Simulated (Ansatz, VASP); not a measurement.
# Cross-check of In11Ga5O24 (partly crystallised 69In2O3-31Ga2O3 (mol %)) between VASP and Ansatz, part 2 of 3

One calculation is typed for both programs; each brings its own data sets. How far apart do they land? Of the first pair: The cell is taken from a series of runs on this material, whose earlier steps may have relaxed, scaled, displaced or heated it; both programs get it as it stands.

VASP 6.6.1 and Ansatz 0.2.0.

So far. Step 2 (VASP: single point, PBEsol, pair 1): The run ends at a pressure of -4.98 GPa, with forces up to 1.5 eV/Å.

## Step 4: Differences

Known differences besides the potentials themselves: the cutoff is 420 eV in Ansatz and 520 eV in VASP (PREC = Accurate, projectors in real space); Ansatz makes its cores anew for this functional, VASP keeps those of its PBE data sets. Total energies have different zeros and are not compared.

Compared:

```csv
quantity,Ansatz,VASP,difference
gap on the k mesh (eV),0.680,0.664,+0.016
```

Forces on 10 of the 80 atoms, those with the largest forces and the largest differences (eV/Å; atoms numbered as in POSCAR):

```
atom         Ansatz x, y, z           VASP x, y, z
 O48  -0.296, -0.154, 0.130  -0.309, -0.103, 0.118
 O55   0.252, -0.119, 0.124   0.261, -0.165, 0.124
 O57   -0.906, 0.928, 0.002   -0.899, 0.937, 0.000
 O58  1.114, -0.683, -0.070  1.097, -0.691, -0.074
 O59  0.091, -0.107, -0.287  0.079, -0.110, -0.255
 O70  -1.093, -0.652, 0.404  -1.102, -0.656, 0.413
 O72  -0.150, 1.288, -0.032  -0.123, 1.302, -0.030
 O74    0.933, 0.948, 0.008    0.940, 0.958, 0.011
 O76  -1.154, -0.988, 0.057  -1.151, -0.989, 0.068
 O80  -1.195, -0.050, 0.711  -1.176, -0.041, 0.718
```

The forces differ by 12 meV/Å r.m.s., which is 2.7 % of the r.m.s. force of 0.441 eV/Å (both taken over all components). A gap on the mesh is an upper bound, since the band edges may lie between its points.

## Step 5: Ansatz: single point, PBEsol, pair 2

A single point gives forces, pressure and levels at one fixed geometry, so differences don't come from the geometry; what else differs is listed under the comparison.

The cell is taken from a series of runs on this material, whose earlier steps may have relaxed, scaled, displaced or heated it; both programs get it as it stands.

input.yaml reads:

```yaml
crystal:
  lattice:
    - [10.10958, 0.0, 0.0]
    - [0.0, 10.10958, 0.0]
    - [0.0, 0.0, 10.10958]
  atoms:
    - { symbol: In, position: [0.79966, 0.19214, 0.05099] }
    - { symbol: In, position: [0.5589, 0.47023, 0.55191] }
    - { symbol: In, position: [0.76721, 0.71689, 0.06249] }
    - { symbol: In, position: [0.60533, 0.38582, 0.20598] }
    - { symbol: In, position: [0.62373, 0.91054, 0.56304] }
    - { symbol: In, position: [0.27945, 0.95634, 0.39812] }
    - { symbol: In, position: [0.9929, 0.97281, 0.22689] }
    - { symbol: In, position: [0.55381, 0.99236, 0.22577] }
    - { symbol: In, position: [0.99712, 0.93906, 0.55331] }
    - { symbol: In, position: [0.48265, 0.68506, 0.2472] }
    - { symbol: In, position: [0.54416, 0.98097, 0.9029] }
    - { symbol: In, position: [0.79747, 0.21466, 0.38521] }
    - { symbol: In, position: [0.94604, 0.49445, 0.56039] }
    - { symbol: In, position: [0.27334, 0.91978, 0.06245] }
    - { symbol: In, position: [0.99483, 0.95026, 0.87178] }
    - { symbol: In, position: [0.30168, 0.46868, 0.03973] }
    - { symbol: In, position: [0.28689, 0.44733, 0.71475] }
    - { symbol: In, position: [0.78574, 0.70542, 0.73061] }
    - { symbol: In, position: [0.77692, 0.696, 0.38261] }
    - { symbol: In, position: [0.27521, 0.99737, 0.73131] }
    - { symbol: In, position: [0.48084, 0.67698, 0.85972] }
    - { symbol: In, position: [0.79498, 0.20075, 0.7069] }
    - { symbol: Ga, position: [0.02118, 0.41467, 0.15572] }
    - { symbol: Ga, position: [0.79963, 0.45121, 0.88748] }
    - { symbol: Ga, position: [0.54801, 0.27873, 0.85691] }
    - { symbol: Ga, position: [0.09619, 0.24339, 0.89103] }
    - { symbol: Ga, position: [0.12542, 0.25632, 0.53503] }
    - { symbol: Ga, position: [0.46888, 0.15428, 0.55536] }
    - { symbol: Ga, position: [0.04972, 0.64726, 0.93809] }
    - { symbol: Ga, position: [0.266, 0.45204, 0.37456] }
    - { symbol: Ga, position: [0.06126, 0.69413, 0.26029] }
    - { symbol: Ga, position: [0.31531, 0.19217, 0.22443] }
    - { symbol: O, position: [0.68797, 0.6103, 0.89655] }
    - { symbol: O, position: [0.1589, 0.28137, 0.72526] }
    - { symbol: O, position: [0.90661, 0.04326, 0.39409] }
    - { symbol: O, position: [0.65635, 0.11891, 0.55031] }
    - { symbol: O, position: [0.4278, 0.62929, 0.0543] }
    - { symbol: O, position: [0.82168, 0.82173, 0.55693] }
    - { symbol: O, position: [0.67361, 0.36576, 0.74081] }
    - { symbol: O, position: [0.10459, 0.83795, 0.37637] }
    - { symbol: O, position: [0.43866, 0.58687, 0.68296] }
    - { symbol: O, position: [0.42595, 0.11302, 0.36016] }
    - { symbol: O, position: [0.40712, 0.32562, 0.56508] }
    - { symbol: O, position: [0.40365, 0.38154, 0.88142] }
    - { symbol: O, position: [0.67478, 0.13598, 0.88647] }
    - { symbol: O, position: [0.45158, 0.12819, 0.75747] }
    - { symbol: O, position: [0.91993, 0.53991, 0.76084] }
    - { symbol: O, position: [0.42172, 0.07797, 0.07841] }
    - { symbol: O, position: [0.14543, 0.32411, 0.04844] }
    - { symbol: O, position: [0.93185, 0.53485, 0.03734] }
    - { symbol: O, position: [0.62327, 0.86872, 0.06514] }
    - { symbol: O, position: [0.413, 0.96038, 0.5658] }
    - { symbol: O, position: [0.89055, 0.78198, 0.21962] }
    - { symbol: O, position: [0.89642, 0.30132, 0.21187] }
    - { symbol: O, position: [0.11325, 0.86344, 0.71422] }
    - { symbol: O, position: [0.91711, 0.02598, 0.04777] }
    - { symbol: O, position: [0.16985, 0.07503, 0.54425] }
    - { symbol: O, position: [0.93138, 0.28602, 0.54516] }
    - { symbol: O, position: [0.6618, 0.36847, 0.40008] }
    - { symbol: O, position: [0.37328, 0.85402, 0.2406] }
    - { symbol: O, position: [0.6726, 0.36323, 0.00994] }
    - { symbol: O, position: [0.95429, 0.58676, 0.37834] }
    - { symbol: O, position: [0.67536, 0.15945, 0.21706] }
    - { symbol: O, position: [0.36871, 0.86416, 0.88171] }
    - { symbol: O, position: [0.19684, 0.28303, 0.3554] }
    - { symbol: O, position: [0.11827, 0.76969, 0.08032] }
    - { symbol: O, position: [0.67015, 0.59731, 0.21827] }
    - { symbol: O, position: [0.1983, 0.56546, 0.87803] }
    - { symbol: O, position: [0.73471, 0.58085, 0.55872] }
    - { symbol: O, position: [0.39683, 0.35684, 0.19265] }
    - { symbol: O, position: [0.91064, 0.28252, 0.88428] }
    - { symbol: O, position: [0.16503, 0.06817, 0.90608] }
    - { symbol: O, position: [0.90863, 0.76635, 0.8992] }
    - { symbol: O, position: [0.18913, 0.04916, 0.21328] }
    - { symbol: O, position: [0.8985, 0.03341, 0.71381] }
    - { symbol: O, position: [0.4166, 0.55261, 0.39129] }
    - { symbol: O, position: [0.61108, 0.83295, 0.36852] }
    - { symbol: O, position: [0.16011, 0.45893, 0.53721] }
    - { symbol: O, position: [0.6146, 0.83237, 0.75672] }
    - { symbol: O, position: [0.15937, 0.53103, 0.2253] }
kpoints:
  mp_grid: { grid: [1, 1, 1] }
hamiltonian:
  xc: pbesol
scf:
  occupations: { method: gaussian, width: 0.025 }
output:
  forces: true
  stress: true
  populations: true
  dos:
    method: { smearing: { sigma: 0.08 } }
    de: 0.1
    projected: { site_lists: { Ga: [Ga], In: [In], O: [O] } }
  eigenvalues: true
  write_density: true
  write_potential: true
  volumetric_format: npy
  elf: true
```

The run is started by

```sh
ansatz run input.yaml --threads 4 --pin off --max-ram 8192MiB --backend cpu --events-out ev --progress --plain --runs-dir out
```

Numbers of over 12 decimals in the logs are rounded to 6 here.

Output:

```text
[...]
Crystal: 80 atoms, lattice volume = 1033.236 Å³
Basis set: ecut = 420 eV, 20197 PW (Γ), exchange–correlation on 144×144×144 points (8 copies of the dense FFT grid, shifted against one another)
Bands: 432, of which v1, the nominal top of the filled ones, is band 352 counted from 1 (351 counted from 0)
Symmetry: 1 space group operations
[...]
k-points: 1
[...]
--- Löwdin populations: 80 sites ---
  site symbol       q [e]
     0     In     11.8363
     1     In     11.8307
     2     In     11.8265
     3     In     11.8099
     4     In     11.8227
     5     In     11.8160
     6     In     11.8093
     7     In     11.8562
[...]
76      O      6.7176
    77      O      6.6582
    78      O      6.7193
    79      O      6.6099
  spilling = 0.003247 (of n_electrons = 704.000000)
[key lines of the parts left out:]
SCF converged after 12 iterations
Free energy (F): -185916.460928 eV
Fermi energy:    8.220663 eV
P = ⅓ Tr σ = -1.7100 GPa (-17.100 kbar)
```

## Step 6: VASP: single point, PBEsol, pair 2

The same cell, functional, mesh and smearing now go to VASP, with its own data sets.

INCAR reads:

```
SYSTEM = In11Ga5O24
PREC = Accurate
ENCUT = 600
EDIFF = 1E-06
NELM = 120
ISMEAR = 0
SIGMA = 0.025
LREAL = Auto
ALGO = Normal
GGA = PS
NBANDS = 408
LORBIT = 11
LWAVE = .FALSE.
LCHARG = .FALSE.
ISIF = 2
LASPH = .TRUE.
GGA_COMPAT = .FALSE.
EFERMI = MIDGAP
NCORE = 2
```

POSCAR reads:

```
In11Ga5O24
1.0
   10.1095800000      0.0000000000      0.0000000000
    0.0000000000     10.1095800000      0.0000000000
    0.0000000000      0.0000000000     10.1095800000
In Ga O
22 10 48
Direct
    0.7996600000      0.1921400000      0.0509900000
    0.5589000000      0.4702300000      0.5519100000
    0.7672100000      0.7168900000      0.0624900000
    0.6053300000      0.3858200000      0.2059800000
    0.6237300000      0.9105400000      0.5630400000
    0.2794500000      0.9563400000      0.3981200000
    0.9929000000      0.9728100000      0.2268900000
    0.5538100000      0.9923600000      0.2257700000
    0.9971200000      0.9390600000      0.5533100000
    0.4826500000      0.6850600000      0.2472000000
    0.5441600000      0.9809700000      0.9029000000
    0.7974700000      0.2146600000      0.3852100000
    0.9460400000      0.4944500000      0.5603900000
    0.2733400000      0.9197800000      0.0624500000
    0.9948300000      0.9502600000      0.8717800000
    0.3016800000      0.4686800000      0.0397300000
    0.2868900000      0.4473300000      0.7147500000
    0.7857400000      0.7054200000      0.7306100000
    0.7769200000      0.6960000000      0.3826100000
    0.2752100000      0.9973700000      0.7313100000
    0.4808400000      0.6769800000      0.8597200000
    0.7949800000      0.2007500000      0.7069000000
    0.0211800000      0.4146700000      0.1557200000
    0.7996300000      0.4512100000      0.8874800000
    0.5480100000      0.2787300000      0.8569100000
    0.0961900000      0.2433900000      0.8910300000
    0.1254200000      0.2563200000      0.5350300000
    0.4688800000      0.1542800000      0.5553600000
    0.0497200000      0.6472600000      0.9380900000
    0.2660000000      0.4520400000      0.3745600000
    0.0612600000      0.6941300000      0.2602900000
    0.3153100000      0.1921700000      0.2244300000
    0.6879700000      0.6103000000      0.8965500000
    0.1589000000      0.2813700000      0.7252600000
    0.9066100000      0.0432600000      0.3940900000
    0.6563500000      0.1189100000      0.5503100000
    0.4278000000      0.6292900000      0.0543000000
    0.8216800000      0.8217300000      0.5569300000
    0.6736100000      0.3657600000      0.7408100000
    0.1045900000      0.8379500000      0.3763700000
    0.4386600000      0.5868700000      0.6829600000
    0.4259500000      0.1130200000      0.3601600000
    0.4071200000      0.3256200000      0.5650800000
    0.4036500000      0.3815400000      0.8814200000
    0.6747800000      0.1359800000      0.8864700000
    0.4515800000      0.1281900000      0.7574700000
    0.9199300000      0.5399100000      0.7608400000
    0.4217200000      0.0779700000      0.0784100000
    0.1454300000      0.3241100000      0.0484400000
    0.9318500000      0.5348500000      0.0373400000
    0.6232700000      0.8687200000      0.0651400000
    0.4130000000      0.9603800000      0.5658000000
    0.8905500000      0.7819800000      0.2196200000
    0.8964200000      0.3013200000      0.2118700000
    0.1132500000      0.8634400000      0.7142200000
    0.9171100000      0.0259800000      0.0477700000
    0.1698500000      0.0750300000      0.5442500000
    0.9313800000      0.2860200000      0.5451600000
    0.6618000000      0.3684700000      0.4000800000
    0.3732800000      0.8540200000      0.2406000000
    0.6726000000      0.3632300000      0.0099400000
    0.9542900000      0.5867600000      0.3783400000
    0.6753600000      0.1594500000      0.2170600000
    0.3687100000      0.8641600000      0.8817100000
    0.1968400000      0.2830300000      0.3554000000
    0.1182700000      0.7696900000      0.0803200000
    0.6701500000      0.5973100000      0.2182700000
    0.1983000000      0.5654600000      0.8780300000
    0.7347100000      0.5808500000      0.5587200000
    0.3968300000      0.3568400000      0.1926500000
    0.9106400000      0.2825200000      0.8842800000
    0.1650300000      0.0681700000      0.9060800000
    0.9086300000      0.7663500000      0.8992000000
    0.1891300000      0.0491600000      0.2132800000
    0.8985000000      0.0334100000      0.7138100000
    0.4166000000      0.5526100000      0.3912900000
    0.6110800000      0.8329500000      0.3685200000
    0.1601100000      0.4589300000      0.5372100000
    0.6146000000      0.8323700000      0.7567200000
    0.1593700000      0.5310300000      0.2253000000
```

KPOINTS reads:

```
Automatic mesh
0
Gamma
1 1 1
0 0 0
```

The projector-augmented-wave data sets are In_d, Ga_d and O (PBE family, release 64).

The run is started by

```sh
mpirun -np 8 vasp_gam
```

Output:

```text
[banner, memory and clock lines left out]
running    8 mpi-ranks, on    1 nodes
[...]
[... a notice as in an earlier step ...]

 LDA part: xc-table for (Slater+PW92), standard interpolation
 POSCAR, INCAR and KPOINTS ok, starting setup
[...]
entering main loop
       N       E                     dE             d eps       ncg     rms          rms(c)
DAV:   1     0.195578774775E+05    0.19558E+05   -0.30596E+05   816   0.336E+03
DAV:   2     0.528189465883E+04   -0.14276E+05   -0.13565E+05   816   0.104E+03
DAV:   3     0.495959848049E+03   -0.47859E+04   -0.45605E+04   936   0.429E+02
DAV:   4    -0.459445686521E+03   -0.95541E+03   -0.91696E+03  1088   0.191E+02
[...]
DAV:  19    -0.476706604633E+03   -0.37237E-05   -0.28798E-05  1176   0.241E-02    0.732E-03
DAV:  20    -0.476706606132E+03   -0.14993E-05   -0.79108E-06   840   0.165E-02    0.436E-03
DAV:  21    -0.476706606625E+03   -0.49293E-06   -0.20894E-06   608   0.110E-02
   1 F= -.47670661E+03 E0= -.47670661E+03  d E =0.000000E+00
```

Parts of OUTCAR (step 6):

```text
  FREE ENERGIE OF THE ION-ELECTRON SYSTEM (eV)
  ---------------------------------------------------
  free  energy   TOTEN  =      -476.7066066248 eV

  energy  without entropy=     -476.7066066248  energy(sigma->0) =     -476.70660662
```

The run ends at a pressure of -1.43 GPa, with forces up to 0.057 eV/Å.

## Step 7: Differences

What differs besides the data sets and the points named for the pairs above, as far as they apply: the cutoff is 420 eV in Ansatz and 600 eV in VASP (PREC = Accurate, projectors in real space). Total energies have different zeros and are not compared.

Compared:

| quantity | Ansatz | VASP | difference |
| --- | --- | --- | --- |
| pressure (GPa) | -1.71 | -1.43 | -0.28 |
| gap on the k mesh (eV) | 1.021 | 1.006 | +0.015 |

At this near-relaxed geometry the largest component of a force difference is 57 meV/Å. A gap on the mesh is an upper bound, since the band edges may lie between its points.

## Step 8: Ansatz: relaxation, PBEsol

The two programs are compared at the cell with which this relaxation starts, whose forces are those of its first step. This pair takes another cell of the material, with 79 atoms against 80 for the pair before.

The structure compared here is the start of the Ansatz relaxation; VASP solves that cell, so the two are compared at the walk's first step.

input.yaml, as its differences from that of step 5:

```diff
@@ -35,3 +35,2 @@
     - { symbol: Ga, position: [0.04972, 0.64726, 0.93809] }
-    - { symbol: Ga, position: [0.266, 0.45204, 0.37456] }
     - { symbol: Ga, position: [0.06126, 0.69413, 0.26029] }
@@ -94,12 +93,5 @@
   forces: true
-  stress: true
-  populations: true
-  dos:
-    method: { smearing: { sigma: 0.08 } }
-    de: 0.1
-    projected: { site_lists: { Ga: [Ga], In: [In], O: [O] } }
   eigenvalues: true
-  write_density: true
-  write_potential: true
-  volumetric_format: npy
-  elf: true
+relax:
+  f_tol: 0.05
+  max_steps: 90
```

The run is started by

```sh
ansatz run input.yaml --threads 4 --pin off --max-ram 8192MiB --backend cpu --events-out ev --progress --plain --runs-dir out
```

Output:

```text
[...]
Crystal: 79 atoms, lattice volume = 1033.236 Å³
Basis set: ecut = 420 eV, 20197 PW (Γ), exchange–correlation on 144×144×144 points (8 copies of the dense FFT grid, shifted against one another)
Bands: 425, of which v1, the nominal top of the filled ones, is band 346 counted from 1 (345 counted from 0)
Symmetry: 1 space group operations
[...]
k-points: 1
[...]
SCF iter   1: F=—  HF=-182164.161198 eV  |F-HF|=—  |Δ(HF+E_count)|=         —  Δρ=2.53e-2  dr2=7.46e0  ethr=1.77e-3  ⟨swp⟩=6.0  Hψ=1564  notcnv=0  defer=3
[...]
- { symbol: O, position: [0.160465, 0.273363, 0.732579] }
    - { symbol: O, position: [0.915568, 0.035752, 0.387865] }
    - { symbol: O, position: [0.659894, 0.115305, 0.551233] }
    - { symbol: O, position: [0.423230, 0.628639, 0.049823] }
    - { symbol: O, position: [0.824858, 0.820089, 0.555014] }
    - { symbol: O, position: [0.672243, 0.361434, 0.745814] }
    - { symbol: O, position: [0.114088, 0.833623, 0.382702] }
[...]
- { symbol: O, position: [0.615807, 0.839149, 0.363477] }
    - { symbol: O, position: [0.138114, 0.444981, 0.561988] }
    - { symbol: O, position: [0.615717, 0.829597, 0.750998] }
    - { symbol: O, position: [0.138341, 0.557682, 0.186379] }
```

(Continued in part 3 of 3.)

[Lines on the potential files, build, host, timing and source positions are cut from VASP's logs without a mark.]

[Logs are printed without paths, hosts, clocks, repeated set-up lines and the standing remarks that a program may print on its own settings, such as how far it seeks lower states.]

[Hosts, paths, dates, database ids (printed as entryN), source tags and the programs' standing remarks are cut or masked in the printed files.]
